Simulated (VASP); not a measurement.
BN (hex) relaxed at rising pressure, in one space group throughout; other phases were not tried. The pressures are those reached. Method: LDA (Ceperley-Alder, Perdew-Zunger), VASP's LDA PAW potentials (set 64) (plane waves; VASP).

```csv
P (GPa),V (Å³/atom),k-mesh
-0.23,8.678,10×10×4
5.01,7.823,10×10×4
10.30,7.379,10×10×4
20.03,6.847,10×10×4
30.28,6.466,10×10×5
```

A change of mesh leaves a small step in the series.

Q: Fit an equation of state and predict the volume at 45.26 GPa.

A: Least squares on the third-order Birch-Murnaghan form, P = (3B0/2)(y⁷ − y⁵)[1 + (3/4)(B′ − 4)(y² − 1)] with y = (V0/V)^(1/3), gives V0 = 8.608 Å³/atom, B0 = 38 GPa and B′ = 7.7, and so 6.084 Å³/atom. The run gave 6.065 Å³/atom, -0.3 % from the fit.

Pressures at which the relaxation failed are left out.

The compound is BN in the hex structure.
